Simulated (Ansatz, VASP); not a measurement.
# SnSe2 in two plane-wave programs

One calculation is typed for both programs; each brings its own data sets. How far apart do they land? The cell is taken from a series of runs on this material, whose earlier steps may have relaxed, scaled, displaced or heated it; both programs get it as it stands.

Program: Ansatz 0.2.0. Level of theory: plane waves, with VASP 6.6.1 beside it; PBEsol. Results are calculated unless marked as measured.

**1. Set-up**

The cell holds 3 atoms: 1 Sn and 2 Se. Its edges and angles: a = 3.802 Å, b = 3.802 Å, c = 29.927 Å, α = 90.0°, β = 90.0°, γ = 120.0°. Vacuum lies along c.

**2. Ansatz: zone-centre phonons, PBEsol**

Ansatz runs on its default PAW (the set named soft_2) files.

Second derivatives magnify differences that forces hide, and they need a tight electronic threshold.

input.yaml reads:

```yaml
crystal:
  lattice:
    - [3.8022403581, 0.0, 0.0]
    - [-1.9011201791, 3.2928367414, 0.0]
    - [0.0, 0.0, 29.9272]
  atoms:
    - { symbol: Sn, position: [0.0, 0.0, 0.3341441899] }
    - { symbol: Se, position: [0.3333333333, 0.6666666667, 0.3871645962] }
    - { symbol: Se, position: [0.6666666667, 0.3333333333, 0.2811237836] }
  symmetry: { detect: false }
  periodic: [true, true, false]
kpoints:
  mp_grid: { grid: [9, 9, 1] }
hamiltonian:
  xc: pbesol
scf:
  occupations: { method: fixed }
output:
  eigenvalues: true
phonons:
  method: dfpt
```

Launch:

```bash
> ansatz run input.yaml --threads 8 --pin off --max-ram 14336MiB --backend cpu --events-out ev --progress --plain --runs-dir out
```

Numbers of over 12 decimals in the logs are rounded to 6 here.

Log:

```text
Engine: ansatz 0.2.0, aarch64-unknown-linux-gnu
Pseudopotentials: kind: paw
Pseudopotential: Sn, paw, valence charge 14, recommended cutoff 420 eV (normal), Sn.paw.azcp
Pseudopotential: Se, paw, valence charge 16, recommended cutoff 420 eV (normal), Se.paw.azcp
Functional definition: PBEsol
  exchange = pbesol_x
  correlation = pbesol_c
Crystal: 3 atoms, lattice volume = 374.693 Å³
Basis set: ecut = 420 eV, 7301 PW (Γ), exchange–correlation on 54×54×432 points (8 copies of the dense FFT grid, shifted against one another)
Bands: 28, of which v1, the nominal top of the filled ones, is band 23 counted from 1 (22 counted from 0)
Symmetry: 1 space group operations
k-points: 41 of 81 (time reversal used)
Non-local potential: Sn, projectors of the file, l = 0: 2, l = 1: 2, l = 2: 2, l = 3: 2
Non-local potential: Se, projectors of the file, l = 0: 2, l = 1: 2, l = 2: 3, l = 3: 1
PAW form: soft (Blöchl's): semilocal exchange-correlation on the pseudo side does not see the compensation charge
PAW frozen core: Sn, regenerated for the run's functional, and the local potential with it (the file was generated under x = pbe(κ = 0.804, μ = 0.219515), c = pbe(β = 0.066725))
PAW frozen core: Se, regenerated for the run's functional, and the local potential with it (the file was generated under x = pbe(κ = 0.804, μ = 0.219515), c = pbe(β = 0.066725))
PAW one-centre angular grid: Sn, 590 points (default); XC on 64 Gauss nodes
PAW one-centre angular grid: Se, 590 points (default); XC on 64 Gauss nodes
Initial density: superposition of atomic densities (neutral atoms: chi_scale 0, normalization atom), corrected by the library's trained network
Initial wavefunctions: pseudopotential atomic-orbital guess
Functional: x = pbesol(κ = 0.804, μ = 0.123457), c = pbesol(β = 0.046)
SCF iter   1: F=—  HF=-16799.166361 eV  |F-HF|=—  |Δ(HF+E_count)|=         —  Δρ=1.26e-3  dr2=6.38e-3  ethr=1.77e-3  ⟨swp⟩=7.5  Hψ=5016  notcnv=0  defer=110
preconditioner: auto → Resta (q_TF=auto, 1.923 Å⁻¹)  ε∞=1.6  [insulator: Δε(μ)=0.786 eV  Ē_g=9.919 eV  n_scr=36 (ndim 8)  ℏωp=7.7 eV  f_vac=0.772  ε∞_Penn≈1.6  vacuum switching on, ρ_ref=7.1e-3 e/Å³]
SCF iter   2: F=—  HF=-16799.160738 eV  |F-HF|=—  |Δ(HF+E_count)|=   5.62e-3  Δρ=4.73e-4  dr2=6.51e-4  ethr=1.39e-5  ⟨swp⟩=5.9  Hψ=3548  notcnv=0  defer=122
SCF iter   3: F=—  HF=-16799.161233 eV  |F-HF|=—  |Δ(HF+E_count)|=   4.94e-4  Δρ=1.74e-4  dr2=1.46e-4  ethr=1.42e-6  ⟨swp⟩=2.9  Hψ=1789  notcnv=0  defer=122
SCF iter   4: F=—  HF=-16799.161369 eV  |F-HF|=—  |Δ(HF+E_count)|=   1.37e-4  Δρ=9.59e-5  dr2=1.92e-4  ethr=3.17e-7  ⟨swp⟩=3.0  Hψ=1722  notcnv=0  defer=122
SCF iter   5: F=—  HF=-16799.161372 eV  |F-HF|=—  |Δ(HF+E_count)|=   3.30e-6  Δρ=5.93e-5  dr2=7.00e-5  ethr=3.17e-7  ⟨swp⟩=2.2  Hψ=1361  notcnv=0  defer=123
SCF iter   6: F=—  HF=-16799.161372 eV  |F-HF|=—  |Δ(HF+E_count)|=   6.29e-7  Δρ=2.56e-5  dr2=8.61e-6  ethr=1.52e-7  ⟨swp⟩=1.9  Hψ=1310  notcnv=0  defer=119
SCF iter   7: F=—  HF=-16799.161373 eV  |F-HF|=—  |Δ(HF+E_count)|=   1.09e-6  Δρ=7.52e-6  dr2=5.63e-7  ethr=1.87e-8  ⟨swp⟩=2.2  Hψ=1463  notcnv=0  defer=120
SCF iter   8: F=—  HF=-16799.161419 eV  |F-HF|=—  |Δ(HF+E_count)|=   4.61e-5  Δρ=1.29e-6  dr2=1.13e-8  ethr=1.22e-9  ⟨swp⟩=3.0  Hψ=1989  notcnv=0  defer=118
SCF iter   9: F=—  HF=-16799.161419 eV  |F-HF|=—  |Δ(HF+E_count)|=   3.26e-8  Δρ=2.48e-7  dr2=2.37e-10  ethr=2.46e-11  ⟨swp⟩=3.2  Hψ=2087  notcnv=0  defer=118
SCF iter  10: F=-16799.161419 eV  HF=-16799.161419 eV  |F-HF|=1.82e-11  |Δ(HF+E_count)|=   2.05e-9  Δρ=5.89e-8  dr2=1.54e-11  ethr=1.00e-12  ⟨swp⟩=27.8  Hψ=11383  notcnv=0
SCF 1 converged in 10 iterations: F = -16799.161419 eV  dr2 = 1.54e-11
  greatest PAW one-centre occupation: 1.000 electrons in one spin orbital (limit 2), on the Se atom at site 2 (counted from 0), in its partial waves of l = 2
DFPT response loops at Γ: preconditioner auto → none (the input reference at scf.mixing.eps_inf says where Resta's filter doesn't serve); β = 0.50; Broyden in place of MSR1
SCF converged after 10 iterations
Free energy (F): -16799.161419 eV
Harris-Foulkes:  -16799.161419 eV  (|F-HF|=1.82e-11)
Internal energy: -16799.161419 eV  (E = F + TS)
E sigma→0 (E₀):  -16799.161419 eV
Fermi energy:    -5.980603 eV
--- Per-component energies (eV) ---
  E_band       = -1501.531426
  E_kinetic    = 424.961612
  E_local      = -95383.469467  (includes V_loc(G=0)·N_el)
  E_nonlocal   = -1214.531759
  E_hartree    = 47444.672164
  E_xc         = -584.283506
  E_vxc        = -291.329823  (∫ρ·V_xc dr)
  E_paw        = -7805.533746  (= ΣΔE_a)
  E_vpaw       = 73.494992  (= ΣTr[D̂ρ^β])
  E_aug_tail   = -0.001232  (compensation charges beyond the density's cutoff)
  E_ewald      = 40316.722773
  E_core_change = 2.301741  (= ΣΔE_core)
  E_smearing   = -0.000000  (= −TS)
  E_closure    = -0.000000  (closes the sum)
  Σ components = -16799.161419   (vs F -16799.161419, Δ=0.00e0)
--- Band table (eV; the first three rows and the last of 41) ---
  k-point 0: bands = [... 19 lower, -6.4654, -6.4654, -6.0597, -6.0597, -4.3534, -2.9472, -1.3745, -1.3745, ... 1 higher]
  k-point 1: bands = [... 19 lower, -7.1336, -6.8478, -6.6930, -5.9806, -3.7860, -2.3038, -1.5029 (-1.5029°), -1.0859, ... 1 higher]
  k-point 2: bands = [... 19 lower, -7.7584, -7.4534, -6.9296, -6.0549, -3.9507, -1.9806, -0.5946 (-0.5946°), -0.5418, ... 1 higher]
  k-point 40: bands = [... 19 lower, -8.7470, -8.2905, -6.8971, -6.4977, -4.5281, -1.3373, -0.7529, -0.3199, ... 1 higher]
  ° read free of the cell's end (the report's vacuum.weakly_bound_levels)
--- Phonons (Γ-DFPT): 9 representative perturbations + reference, on 41 of 81 k-points (Σ response iterations 31) ---
  k mesh reduced under 1 symmetry operation, with k and −k counted as one. Each operation leaves every solved perturbation unchanged. A smaller set is not used because the run's symmetry group and k mesh have no further operation
  ASR residual: 1.415e-4 → 0.000e0 eV/Å²; symmetrization residual: 4.642e-5 eV/Å²
  ASR residual per site (eV/Å²): 1.42e-4 1.39e-4 4.32e-5
  Γ frequencies (cm⁻¹): 0.00 0.00 0.00 108.72 108.72 146.66 146.67 184.31 258.05
  non-analytic LO–TO correction: not included (Born effective charges unavailable; polar crystals: no LO–TO splitting at Γ)
```

**3. VASP: zone-centre phonons, PBEsol**

The same cell, functional and mesh now go to VASP, with its own data sets.

Lines of VASP's logs that name or quote its potential files are left out, and so is its time.

INCAR reads:

```
SYSTEM = SnSe2
PREC = Accurate
ENCUT = 500
EDIFF = 1E-08
NELM = 120
ISMEAR = 0
SIGMA = 0.01
LREAL = .FALSE.
ALGO = Normal
GGA = PS
NBANDS = 19
LORBIT = 11
LWAVE = .FALSE.
LCHARG = .FALSE.
ISIF = 2
IBRION = 8
LASPH = .TRUE.
GGA_COMPAT = .FALSE.
EFERMI = MIDGAP
NELMDL = -8
KPAR = 2
```

POSCAR reads:

```
SnSe2
1.0
    3.8022403581      0.0000000000      0.0000000000
   -1.9011201791      3.2928367414      0.0000000000
    0.0000000000      0.0000000000     29.9272000000
Sn Se
1 2
Direct
    0.0000000000      0.0000000000      0.3341441899
    0.3333333333      0.6666666667      0.3871645962
    0.6666666667      0.3333333333      0.2811237836
```

KPOINTS reads:

```
Automatic mesh
0
Gamma
9 9 1
0 0 0
```

The projector-augmented-wave data sets are Sn_d and Se (PBE family, release 64).

Launch:

```bash
> mpirun -np 2 vasp_std
```

Log:

```text
[banner, memory and clock lines left out]
running    2 mpi-ranks, on    1 nodes
 distrk:  each k-point on    1 cores,    2 groups
 distr:  one band on    1 cores,    1 groups

 POSCAR found type information on POSCAR SnSe
 POSCAR found :  2 types and       3 ions
|                                                                             |
|               ----> ADVICE to this user running VASP <----                  |
|                                                                             |
|     You enforced a specific xc type in the INCAR file but a different       |
|     [... a line on the potential file left out ...]
|     I HOPE YOU KNOW WHAT YOU ARE DOING!                                     |
|                                                                             |

 LDA part: xc-table for (Slater+PW92), standard interpolation
 POSCAR, INCAR and KPOINTS ok, starting setup
 FFT: planning ... GRIDC
 FFT: planning ... GRID_SOFT
 FFT: planning ... GRID
 WAVECAR not read
 entering main loop
       N       E                     dE             d eps       ncg     rms          rms(c)
DAV:   1     0.174455829144E+03    0.17446E+03   -0.10237E+04   552   0.985E+02
DAV:   2     0.741162980200E+01   -0.16704E+03   -0.16392E+03   613   0.216E+02
DAV:   3    -0.126422970885E+02   -0.20054E+02   -0.19997E+02   572   0.877E+01
DAV:   4    -0.132033610853E+02   -0.56106E+00   -0.56039E+00   606   0.179E+01
DAV:   5    -0.132154362166E+02   -0.12075E-01   -0.12075E-01   664   0.270E+00
DAV:   6    -0.132156669618E+02   -0.23075E-03   -0.23074E-03   626   0.305E-01
DAV:   7    -0.132156807009E+02   -0.13739E-04   -0.13739E-04   691   0.612E-02
DAV:   8    -0.132156808025E+02   -0.10160E-06   -0.10142E-06   650   0.555E-03    0.492E+00
DAV:   9    -0.129606860037E+02    0.25499E+00   -0.51473E-01   693   0.804E+00    0.312E+00
DAV:  10    -0.129296099718E+02    0.31076E-01   -0.22618E-01   592   0.350E+00    0.437E-01
DAV:  11    -0.129251527905E+02    0.44572E-02   -0.26324E-02   641   0.177E+00    0.267E-01
DAV:  12    -0.129250797684E+02    0.73022E-04   -0.20854E-03   553   0.296E-01    0.606E-02
DAV:  13    -0.129250229734E+02    0.56795E-04   -0.15940E-04   662   0.116E-01    0.306E-02
DAV:  14    -0.129249644435E+02    0.58530E-04   -0.11039E-04   579   0.527E-02    0.130E-02
[...]
DAV:  21    -0.129251850971E+02   -0.61762E-05   -0.15352E-07   501   0.186E-03    0.610E-04
DAV:  22    -0.129251859596E+02   -0.86248E-06   -0.38286E-09   538   0.334E-04    0.424E-04
DAV:  23    -0.129251883114E+02   -0.23518E-05   -0.52195E-08   415   0.630E-04    0.161E-04
DAV:  24    -0.129251884946E+02   -0.18319E-06    0.58678E-10   568   0.159E-04    0.940E-05
DAV:  25    -0.129251889279E+02   -0.43336E-06   -0.44842E-09   444   0.243E-04    0.974E-05
DAV:  26    -0.129251889604E+02   -0.32479E-07    0.14384E-09   508   0.108E-04    0.397E-05
DAV:  27    -0.129251889832E+02   -0.22810E-07    0.15624E-09   432   0.521E-05    0.197E-05
DAV:  28    -0.129251889907E+02   -0.75293E-08    0.16305E-09   424   0.279E-05
   1 F= -.12925189E+02 E0= -.12925189E+02  d E =0.000000E+00
 Linear response reoptimize wavefunctions to high precision
DAV:   1    -0.129251889947E+02   -0.40077E-08    0.16366E-09   459   0.172E-05
DAV:   2    -0.129251889947E+02    0.16371E-10    0.16573E-09   404   0.655E-06
DAV:   3    -0.129251889948E+02   -0.38199E-10    0.16450E-09   318   0.372E-06
 Linear response DOF=           4
 Linear response progress:
  Degree of freedom:   1/  4
       N       E                     dE             d eps       ncg     rms          rms(c)
RMM:   1    -0.208675155104E+00   -0.20868E+00    0.81434E-01  1144   0.132E+01
RMM:   2    -0.213925643267E+00   -0.52505E-02   -0.14140E-02  1701   0.902E-01    0.691E-02
RMM:   3    -0.213857795368E+00    0.67848E-04   -0.12214E-03  1831   0.240E-01    0.367E-02
RMM:   4    -0.213659912436E+00    0.19788E-03   -0.11320E-04  1895   0.774E-02    0.184E-02
RMM:   5    -0.213563634474E+00    0.96278E-04   -0.19322E-05  1854   0.311E-02    0.460E-03
RMM:   6    -0.213563520242E+00    0.11423E-06   -0.22008E-06  2023   0.116E-02    0.215E-03
RMM:   7    -0.213572082700E+00   -0.85625E-05   -0.48513E-07  1950   0.458E-03    0.368E-04
RMM:   8    -0.213570904892E+00    0.11778E-05   -0.11245E-07  2071   0.188E-03    0.203E-04
RMM:   9    -0.213571839517E+00   -0.93463E-06    0.56147E-09  1960   0.825E-04    0.283E-05
RMM:  10    -0.213571822882E+00    0.16635E-07   -0.12498E-08  2145   0.376E-04    0.949E-06
RMM:  11    -0.213571831334E+00   -0.84518E-08    0.10926E-08  2069   0.179E-04    0.826E-06
 first order change of Fermi-energy   0.60079E-04
 force on displaced ion       1 direction 1 :  -5.409   0.000   0.000
 Linear response progress:
  Degree of freedom:   2/  4
       N       E                     dE             d eps       ncg     rms          rms(c)
RMM:   1    -0.237684616177E+00   -0.23768E+00    0.84357E-01   571   0.136E+01
RMM:   2    -0.241752587209E+00   -0.40680E-02   -0.16562E-02   814   0.909E-01    0.111E-01
RMM:   3    -0.240722162374E+00    0.10304E-02   -0.16056E-03   898   0.279E-01    0.689E-02
RMM:   4    -0.240232818339E+00    0.48934E-03   -0.23290E-04   888   0.104E-01    0.378E-02
RMM:   5    -0.239784800738E+00    0.44802E-03   -0.14548E-04   891   0.772E-02    0.104E-02
RMM:   6    -0.239756513567E+00    0.28287E-04   -0.20736E-05   950   0.278E-02    0.598E-03
RMM:   7    -0.239816443251E+00   -0.59930E-04   -0.57539E-06   912   0.121E-02    0.180E-03
RMM:   8    -0.239807070226E+00    0.93730E-05   -0.46027E-07   884   0.489E-03    0.987E-04
RMM:   9    -0.239816006091E+00   -0.89359E-05   -0.94907E-07   926   0.224E-03    0.192E-04
RMM:  10    -0.239817545748E+00   -0.15397E-05    0.57103E-08   950   0.923E-04    0.144E-04
RMM:  11    -0.239818944817E+00   -0.13991E-05    0.17385E-07   898   0.912E-04    0.131E-04
RMM:  12    -0.239818510117E+00    0.43470E-06   -0.30235E-06   957   0.300E-04    0.111E-04
RMM:  13    -0.239817203261E+00    0.13069E-05   -0.32105E-07   907   0.264E-04    0.232E-05
RMM:  14    -0.239817231764E+00   -0.28503E-07   -0.97610E-08   959   0.104E-04    0.206E-05
RMM:  15    -0.239817306466E+00   -0.74702E-07   -0.90510E-08   912   0.663E-05    0.126E-05
RMM:  16    -0.239817223574E+00    0.82892E-07   -0.16867E-07   925   0.314E-05    0.856E-06
RMM:  17    -0.239817323005E+00   -0.99431E-07   -0.21143E-08   890   0.354E-05    0.511E-06
RMM:  18    -0.239817305736E+00    0.17268E-07   -0.70252E-08   967   0.122E-05    0.396E-06
RMM:  19    -0.239817285258E+00    0.20478E-07   -0.14637E-08   866   0.134E-05    0.160E-06
RMM:  20    -0.239817287517E+00   -0.22590E-08   -0.25731E-08   838   0.396E-06    0.119E-06
 first order change of Fermi-energy   0.47315E-04
 force on displaced ion       1 direction 3 :  -0.000  -0.000 -16.695
 Linear response progress:
  Degree of freedom:   3/  4
       N       E                     dE             d eps       ncg     rms          rms(c)
RMM:   1    -0.787317550070E-01   -0.78732E-01    0.64271E-02  3585   0.143E+00
RMM:   2    -0.783760387291E-01    0.35572E-03   -0.24069E-03  2642   0.284E-01    0.875E-02
RMM:   3    -0.785799295706E-01   -0.20389E-03   -0.27662E-04  2946   0.870E-02    0.450E-02
RMM:   4    -0.788335813182E-01   -0.25365E-03   -0.58708E-05  3018   0.465E-02    0.748E-03
RMM:   5    -0.788577890436E-01   -0.24208E-04   -0.55358E-06  3235   0.150E-02    0.371E-03
RMM:   6    -0.788481454410E-01    0.96436E-05   -0.78977E-07  3186   0.465E-03    0.115E-03
RMM:   7    -0.788517130830E-01   -0.35676E-05   -0.25123E-07  3230   0.156E-03    0.430E-04
RMM:   8    -0.788525215009E-01   -0.80842E-06   -0.15329E-07  3234   0.535E-04    0.682E-05
RMM:   9    -0.788525776049E-01   -0.56104E-07    0.19564E-07  3386   0.192E-04    0.261E-05
RMM:  10    -0.788524612725E-01    0.11633E-06    0.46849E-08  3313   0.766E-05    0.652E-06
RMM:  11    -0.788525021283E-01   -0.40856E-07   -0.41928E-08  3337   0.311E-05    0.330E-06
RMM:  12    -0.788525044713E-01   -0.23429E-08   -0.46791E-09  3377   0.114E-05    0.915E-07
 first order change of Fermi-energy  -0.16263E-04
 force on displaced ion       2 direction 1 :  -3.072  -0.000  -0.000
 Linear response progress:
  Degree of freedom:   4/  4
       N       E                     dE             d eps       ncg     rms          rms(c)
RMM:   1    -0.116534820932E+00   -0.11653E+00    0.64858E-02  1025   0.153E+00
RMM:   2    -0.114656536393E+00    0.18783E-02   -0.24110E-03   824   0.252E-01    0.969E-02
RMM:   3    -0.114407932198E+00    0.24860E-03   -0.29491E-04   886   0.930E-02    0.442E-02
RMM:   4    -0.114342757630E+00    0.65175E-04   -0.60265E-05   899   0.436E-02    0.233E-02
RMM:   5    -0.114323696646E+00    0.19061E-04   -0.29575E-05   904   0.292E-02    0.814E-03
RMM:   6    -0.114316385324E+00    0.73113E-05   -0.22133E-06   939   0.915E-03    0.362E-03
RMM:   7    -0.114315458935E+00    0.92639E-06   -0.75639E-07   899   0.412E-03    0.668E-04
RMM:   8    -0.114317996565E+00   -0.25376E-05   -0.88980E-08   861   0.154E-03    0.337E-04
RMM:   9    -0.114320780910E+00   -0.27843E-05   -0.11463E-07   899   0.975E-04    0.234E-04
RMM:  10    -0.114321659065E+00   -0.87816E-06   -0.24024E-07   904   0.457E-04    0.106E-04
RMM:  11    -0.114323905916E+00   -0.22469E-05   -0.18896E-07   908   0.604E-04    0.731E-05
RMM:  12    -0.114324521182E+00   -0.61527E-06    0.49212E-07   916   0.298E-04    0.413E-05
RMM:  13    -0.114324652187E+00   -0.13101E-06    0.18930E-09   904   0.160E-04    0.315E-05
RMM:  14    -0.114324595069E+00    0.57118E-07    0.51249E-07   950   0.102E-04    0.115E-05
RMM:  15    -0.114324605192E+00   -0.10122E-07   -0.63865E-08   916   0.625E-05    0.925E-06
RMM:  16    -0.114324640504E+00   -0.35312E-07    0.75642E-08   932   0.440E-05    0.405E-06
RMM:  17    -0.114324643266E+00   -0.27624E-08    0.17884E-08   960   0.171E-05    0.230E-06
 first order change of Fermi-energy   0.37235E+00
 force on displaced ion       2 direction 3 :   0.000  -0.000  -9.131
 Linear response finished
```

(Continued in part 2 of 2.)

[Lines on the potential files, build, host, timing and source positions are cut from VASP's logs without a mark.]

[Logs are printed without paths, hosts, clocks, repeated set-up lines and the standing remarks that a program may print on its own settings, such as how far it seeks lower states.]

[Hosts, paths, dates, database ids (printed as entryN), source tags and the programs' standing remarks are cut or masked in the printed files.]
